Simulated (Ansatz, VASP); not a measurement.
# SiC (Moissanite) in two plane-wave programs

One calculation is typed for both programs; each brings its own data sets. How far apart do they land? The cell is taken from a series of runs on this material, whose earlier steps may have relaxed, scaled, displaced or heated it; both programs get it as it stands.

Main program and level: Ansatz 0.2.0; plane waves, with VASP 6.6.1 beside it; zone-centre phonons at LDA.

## Step 1: Starting point

It takes space group P6_3mc (No. 186, hexagonal). Conventional cell: a = 2.995 Å, b = 2.995 Å, c = 4.912 Å, α = 90.00°, β = 90.00°, γ = 120.00°. Nearest to C lie 4 Si at 1.83 to 1.85 Å. Nearest to Si lie 4 C at 1.83 to 1.85 Å. Farther neighbours are not listed.

## Step 2: VASP: zone-centre phonons, LDA, pair 1

Second derivatives magnify differences that forces hide, and they need a tight electronic threshold.

Lines of VASP's logs that name or quote its potential files are left out, and so is its time.

The input, INCAR:

```
SYSTEM = SiC
PREC = Accurate
ENCUT = 600
EDIFF = 1E-08
NELM = 120
ISMEAR = 0
SIGMA = 0.01
LREAL = .FALSE.
ALGO = Normal
GGA = PW92
NBANDS = 14
LORBIT = 11
LWAVE = .FALSE.
LCHARG = .FALSE.
ISIF = 2
IBRION = 8
LEPSILON = .TRUE.
LASPH = .TRUE.
GGA_COMPAT = .FALSE.
EFERMI = MIDGAP
KPAR = 2
```

The input, POSCAR:

```
SiC
1.0
    2.9945517362      0.0000000000      0.0000000000
   -1.4972758681      2.5933578765      0.0000000000
    0.0000000000      0.0000000000      4.9118674329
C Si
2 2
Direct
    0.3333333334      0.6666666668      0.3803850090
    0.6666666668      0.3333333334      0.8803850090
    0.3333333334      0.6666666668      0.0046149910
    0.6666666668      0.3333333334      0.5046149910
```

The input, KPOINTS:

```
Automatic mesh
0
Gamma
12 12 6
0 0 0
```

PAW data sets: C and Si (LDA family, release 64).

Started as:

```bash
$ mpirun -np 2 vasp_std
```

Numbers of over 12 decimals in the logs are rounded to 6 here.

The log of the run:

```text
[banner, memory and clock lines left out]
running    2 mpi-ranks, on    1 nodes
 distrk:  each k-point on    1 cores,    2 groups
 distr:  one band on    1 cores,    1 groups

 POSCAR found type information on POSCAR C Si
 POSCAR found :  2 types and       4 ions
|                                                                             |
|               ----> ADVICE to this user running VASP <----                  |
|                                                                             |
|     You enforced a specific xc type in the INCAR file but a different       |
|     [... a line on the potential file left out ...]
|     I HOPE YOU KNOW WHAT YOU ARE DOING!                                     |
|                                                                             |

 LDA part: xc-table for (Slater(with rela. corr.)+PW92), standard interpolation
 POSCAR, INCAR and KPOINTS ok, starting setup
 FFT: planning ... GRIDC
 FFT: planning ... GRID_SOFT
 FFT: planning ... GRID
 WAVECAR not read
 entering main loop
       N       E                     dE             d eps       ncg     rms          rms(c)
DAV:   1     0.314935286376E+02    0.31494E+02   -0.81347E+03  2128   0.116E+03
DAV:   2    -0.348234969729E+02   -0.66317E+02   -0.60838E+02  2932   0.184E+02
DAV:   3    -0.377832670647E+02   -0.29598E+01   -0.29458E+01  2956   0.373E+01
DAV:   4    -0.378101402591E+02   -0.26873E-01   -0.26868E-01  2416   0.435E+00
DAV:   5    -0.378104631037E+02   -0.32284E-03   -0.32279E-03  2950   0.447E-01    0.141E+01
DAV:   6    -0.333986617098E+02    0.44118E+01   -0.99590E+00  2746   0.196E+01    0.664E+00
DAV:   7    -0.332275636695E+02    0.17110E+00   -0.13444E+00  2964   0.728E+00    0.260E+00
DAV:   8    -0.331883337121E+02    0.39230E-01   -0.73102E-02  2518   0.175E+00    0.759E-01
DAV:   9    -0.331828655684E+02    0.54681E-02   -0.94336E-03  2608   0.688E-01    0.118E-01
DAV:  10    -0.331829008176E+02   -0.35249E-04   -0.47751E-04  2638   0.159E-01    0.608E-02
DAV:  11    -0.331829043484E+02   -0.35308E-05   -0.11845E-05  2746   0.297E-02    0.223E-02
DAV:  12    -0.331829032218E+02    0.11266E-05   -0.27561E-06  2650   0.106E-02    0.556E-03
DAV:  13    -0.331829028334E+02    0.38840E-06   -0.13569E-06  2788   0.701E-03    0.113E-03
DAV:  14    -0.331829028512E+02   -0.17795E-07   -0.52215E-08  2542   0.183E-03    0.491E-04
DAV:  15    -0.331829028541E+02   -0.29222E-08   -0.76184E-10  1640   0.208E-04
   1 F= -.33182903E+02 E0= -.33182903E+02  d E =0.000000E+00
 Linear response reoptimize wavefunctions to high precision
DAV:   1    -0.331829028546E+02   -0.48044E-09   -0.14296E-10  1778   0.934E-05
DAV:   2    -0.331829028546E+02   -0.47748E-11   -0.17230E-11  1382   0.351E-05
 Linear response G [H, r] |phi>, progress :
  Direction:   1
       N       E                     dE             d eps       ncg     rms
RMM:   1    -0.691754511944E+02   -0.69175E+02    0.59435E+01  5540   0.633E+01
RMM:   2    -0.515737428768E+02    0.17602E+02   -0.61340E+00  3648   0.178E+01
RMM:   3    -0.516116507719E+02   -0.37908E-01   -0.91202E-02  3881   0.208E+00
RMM:   4    -0.516120066784E+02   -0.35591E-03   -0.26401E-03  4154   0.322E-01
RMM:   5    -0.516120257714E+02   -0.19093E-04   -0.96243E-05  4140   0.593E-02
RMM:   6    -0.516120311974E+02   -0.54260E-05   -0.10139E-05  4267   0.126E-02
RMM:   7    -0.516120314343E+02   -0.23688E-06   -0.45061E-06  4175   0.306E-03
RMM:   8    -0.516120314528E+02   -0.18548E-07   -0.33828E-06  4091   0.101E-03
RMM:   9    -0.516120315341E+02   -0.81277E-07   -0.67865E-05  3309   0.518E-04
RMM:  10    -0.516120315517E+02   -0.17583E-07   -0.96264E-05  2876   0.406E-04
RMM:  11    -0.516120316102E+02   -0.58556E-07   -0.65962E-05  2688   0.376E-04
RMM:  12    -0.516120316052E+02    0.50570E-08   -0.14356E-05  2590   0.367E-04
RMM:  13    -0.516120316264E+02   -0.21229E-07   -0.32746E-05  2285   0.360E-04
RMM:  14    -0.516120316159E+02    0.10521E-07   -0.13169E-05  2054   0.357E-04
 Linear response G [H, r] |phi>, progress :
  Direction:   2
       N       E                     dE             d eps       ncg     rms
RMM:   1    -0.805809822907E+02   -0.80581E+02   -0.11891E+02  5420   0.599E+01
RMM:   2    -0.645834503485E+02    0.15998E+02   -0.46222E+00  3616   0.158E+01
RMM:   3    -0.646165296291E+02   -0.33079E-01   -0.56284E-02  3815   0.173E+00
RMM:   4    -0.646169451799E+02   -0.41555E-03   -0.96257E-04  4032   0.243E-01
RMM:   5    -0.646169837481E+02   -0.38568E-04    0.60148E-06  4054   0.396E-02
RMM:   6    -0.646169879348E+02   -0.41867E-05    0.84017E-06  4108   0.738E-03
RMM:   7    -0.646169882618E+02   -0.32703E-06    0.19219E-06  4094   0.159E-03
RMM:   8    -0.646169882620E+02   -0.18201E-09    0.29228E-06  3896   0.547E-04
RMM:   9    -0.646169882137E+02    0.48262E-07    0.12490E-05  3084   0.341E-04
[...]
RMM:   3    -0.677952212554E+00   -0.74090E-04   -0.88737E-05  3671   0.439E-02
RMM:   4    -0.677954148966E+00   -0.19364E-05   -0.17006E-06  3803   0.665E-03
RMM:   5    -0.677954209412E+00   -0.60446E-07   -0.22636E-09  3678   0.101E-03
RMM:   6    -0.677954214539E+00   -0.51268E-08    0.78473E-09  2740   0.184E-04
 change of polarisation eV/A/(eV/A) component  3 :    -0.169    -0.089     1.356
 dielectric tensor                  component  3 :    -0.803    -0.424     7.432
[...]
RMM:   2    -0.677878124361E+00   -0.16578E-01   -0.57817E-03  3612   0.488E-01    0.117E+00
RMM:   3    -0.659743296482E+00    0.18135E-01   -0.12520E-02  3586   0.636E-01    0.676E-01
RMM:   4    -0.675412986175E+00   -0.15670E-01   -0.15129E-02  3640   0.692E-01    0.105E-01
RMM:   5    -0.678676582707E+00   -0.32636E-02   -0.38707E-04  3700   0.136E-01    0.155E-02
RMM:   6    -0.678998144366E+00   -0.32156E-03   -0.64258E-06  3897   0.163E-02    0.601E-03
RMM:   7    -0.679041192329E+00   -0.43048E-04   -0.19255E-07  3842   0.294E-03    0.196E-03
RMM:   8    -0.679080828721E+00   -0.39636E-04   -0.56512E-08  3959   0.144E-03    0.149E-04
RMM:   9    -0.679081765755E+00   -0.93703E-06   -0.83853E-09  3683   0.186E-04    0.579E-05
RMM:  10    -0.679081814130E+00   -0.48375E-07   -0.46566E-08  2815   0.625E-05    0.720E-06
 change of polarisation eV/A/(eV/A) component  3 :    -0.168    -0.089     1.290
 dielectric tensor                  component  3 :    -0.796    -0.423     7.118
 Linear response DOF=           4
 Linear response progress:
  Degree of freedom:   1/  4
       N       E                     dE             d eps       ncg     rms          rms(c)
RMM:   1    -0.130423384758E+00   -0.13042E+00    0.56444E-02 26415   0.209E+00
RMM:   2    -0.126930278030E+00    0.34931E-02   -0.37319E-03 19746   0.438E-01    0.234E-01
RMM:   3    -0.126721395565E+00    0.20888E-03   -0.13689E-03 19137   0.219E-01    0.115E-01
RMM:   4    -0.127894792044E+00   -0.11734E-02   -0.11971E-03 19651   0.188E-01    0.201E-02
RMM:   5    -0.127815544379E+00    0.79248E-04   -0.18178E-05 21405   0.301E-02    0.337E-03
RMM:   6    -0.127859116774E+00   -0.43572E-04   -0.42373E-07 22391   0.600E-03    0.978E-04
RMM:   7    -0.127854778827E+00    0.43379E-05    0.28394E-06 22796   0.110E-03    0.294E-04
RMM:   8    -0.127855891694E+00   -0.11129E-05   -0.14322E-07 22663   0.278E-04    0.599E-05
RMM:   9    -0.127855822635E+00    0.69059E-07    0.20451E-07 23058   0.876E-05    0.872E-06
RMM:  10    -0.127855979127E+00   -0.15649E-06   -0.61310E-09 22984   0.367E-05    0.501E-06
RMM:  11    -0.127855923306E+00    0.55820E-07    0.21870E-09 22588   0.200E-05    0.594E-07
RMM:  12    -0.127855933767E+00   -0.10461E-07    0.28661E-09 21060   0.125E-05    0.316E-07
RMM:  13    -0.127855929549E+00    0.42175E-08    0.10025E-09 15918   0.105E-05    0.639E-08
 first order change of Fermi-energy  -0.41826E+00
 force on displaced ion       1 direction 1 : -22.973   0.000  -0.000
 Born effective charge ion    1 direction 1 :  -2.722  -0.000  -0.000
 Linear response progress:
  Degree of freedom:   2/  4
       N       E                     dE             d eps       ncg     rms          rms(c)
RMM:   1    -0.143004719669E+00   -0.14300E+00    0.92790E-02  6026   0.219E+00
RMM:   2    -0.138076739604E+00    0.49280E-02   -0.19010E-03  4602   0.467E-01    0.250E-01
RMM:   3    -0.137358632890E+00    0.71811E-03   -0.27835E-03  4716   0.269E-01    0.123E-01
RMM:   4    -0.138016854705E+00   -0.65822E-03   -0.63451E-04  4765   0.132E-01    0.436E-02
RMM:   5    -0.138241356097E+00   -0.22450E-03   -0.32046E-05  4727   0.388E-02    0.920E-03
RMM:   6    -0.138267527717E+00   -0.26172E-04   -0.59304E-07  5051   0.755E-03    0.239E-03
RMM:   7    -0.138245411396E+00    0.22116E-04    0.30345E-06  4803   0.336E-03    0.694E-04
RMM:   8    -0.138250547919E+00   -0.51365E-05   -0.32880E-08  5153   0.969E-04    0.195E-04
RMM:   9    -0.138250538018E+00    0.99012E-08   -0.12115E-08  5251   0.246E-04    0.535E-05
 first order change of Fermi-energy   0.38793E+00
 force on displaced ion       1 direction 3 :   0.000  -0.000 -28.609
 Born effective charge ion    1 direction 3 :   0.000   0.000  -2.930
 Linear response progress:
  Degree of freedom:   3/  4
       N       E                     dE             d eps       ncg     rms          rms(c)
RMM:   1    -0.181193865264E-01   -0.18119E-01   -0.16721E-03 29546   0.977E-01
RMM:   2    -0.153898106516E-01    0.27296E-02   -0.92685E-04 20101   0.239E-01    0.146E-01
RMM:   3    -0.152845000967E-01    0.10531E-03    0.31940E-05 20874   0.685E-02    0.823E-02
RMM:   4    -0.153901284791E-01   -0.10563E-03    0.13552E-05 20195   0.633E-02    0.103E-02
RMM:   5    -0.153866415571E-01    0.34869E-05   -0.15634E-05 21603   0.117E-02    0.173E-03
RMM:   6    -0.153866570055E-01   -0.15448E-07    0.11988E-07 22432   0.137E-03    0.894E-04
RMM:   7    -0.153852471223E-01    0.14099E-05   -0.23808E-07 22635   0.407E-04    0.666E-05
RMM:   8    -0.153852833409E-01   -0.36219E-07    0.40468E-08 22716   0.822E-05    0.276E-05
RMM:   9    -0.153853027482E-01   -0.19407E-07    0.36507E-08 23080   0.288E-05    0.360E-06
RMM:  10    -0.153853007199E-01    0.20283E-08    0.12964E-08 22999   0.964E-06    0.115E-06
 first order change of Fermi-energy  -0.86104E+00
 force on displaced ion       3 direction 1 : -23.527  -0.001   0.000
 Born effective charge ion    3 direction 1 :   2.721  -0.000  -0.000
 Linear response progress:
  Degree of freedom:   4/  4
       N       E                     dE             d eps       ncg     rms          rms(c)
RMM:   1    -0.358280566554E-01   -0.35828E-01    0.71286E-02  7293   0.155E+00
RMM:   2    -0.292847850316E-01    0.65433E-02   -0.16146E-03  4604   0.413E-01    0.174E-01
RMM:   3    -0.288496278757E-01    0.43516E-03   -0.28677E-04  4768   0.144E-01    0.901E-02
RMM:   4    -0.287419133357E-01    0.10771E-03   -0.84166E-05  4948   0.719E-02    0.348E-02
RMM:   5    -0.287420905577E-01   -0.17722E-06   -0.60769E-05  5030   0.271E-02    0.586E-03
RMM:   6    -0.287429305665E-01   -0.84001E-06    0.18029E-05  4906   0.732E-03    0.186E-03
RMM:   7    -0.287440709000E-01   -0.11403E-05   -0.18519E-06  5101   0.200E-03    0.528E-04
RMM:   8    -0.287446592426E-01   -0.58834E-06   -0.28970E-06  5147   0.706E-04    0.193E-04
RMM:   9    -0.287446607886E-01   -0.15459E-08   -0.14456E-06  5141   0.284E-04    0.332E-05
RMM:  10    -0.287445907565E-01    0.70032E-07    0.28567E-07  5162   0.685E-05    0.146E-05
RMM:  11    -0.287445679356E-01    0.22821E-07   -0.61315E-08  5252   0.195E-05    0.403E-06
RMM:  12    -0.287445537027E-01    0.14233E-07    0.11596E-08  5115   0.892E-06    0.110E-06
RMM:  13    -0.287445500405E-01    0.36622E-08    0.26992E-08  4476   0.552E-06    0.525E-07
 first order change of Fermi-energy  -0.38793E+00
 force on displaced ion       3 direction 3 :  -0.000  -0.000 -31.285
 Born effective charge ion    3 direction 3 :   0.000  -0.000   2.930
 Born effective charges drift removed
 Linear response finished
```

[end of part 1 of 3]

[Lines on the potential files, build, host, timing and source positions are cut from VASP's logs without a mark.]

[Logs are printed without paths, hosts, clocks, repeated set-up lines and the standing remarks that a program may print on its own settings, such as how far it seeks lower states.]

[Hosts, paths, dates, database ids (printed as entryN), source tags and the programs' standing remarks are cut or masked in the printed files.]
